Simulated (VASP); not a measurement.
Input:

```
CELL_PARAMETERS angstrom
      0.00000     3.49000     3.49000
      3.49000     0.00000     3.49000
      3.49000     3.49000     0.00000
ATOMIC_POSITIONS crystal
  Sr 0.00000 0.00000 0.00000
  Cl 0.25000 0.25000 0.25000
  Cl 0.75000 0.75000 0.75000
```

Level of theory: PBE GGA, VASP's PBE PAW potentials (set 64) (plane waves; VASP 6.6.1). Run with 400 eV cut-off, 6×6×6 Γ-centred mesh, Gaussian smearing of 0.050 eV, potentials Sr_sv Cl.

Question: What does the run give for the energy per atom (σ→0), band gap (on the k-mesh) with the smallest direct gap where there is one?

Answer: 
```yaml
band gap (on the k-mesh): 5.33 eV
smallest direct gap (on the k-mesh): 5.50 eV
energy per atom (σ→0): -4.260 eV/atom
```

Total energies compare only between runs with the same potentials, cut-off and functional.

The compound is SrCl2 in the fluorite structure. The cell was not relaxed at this level.
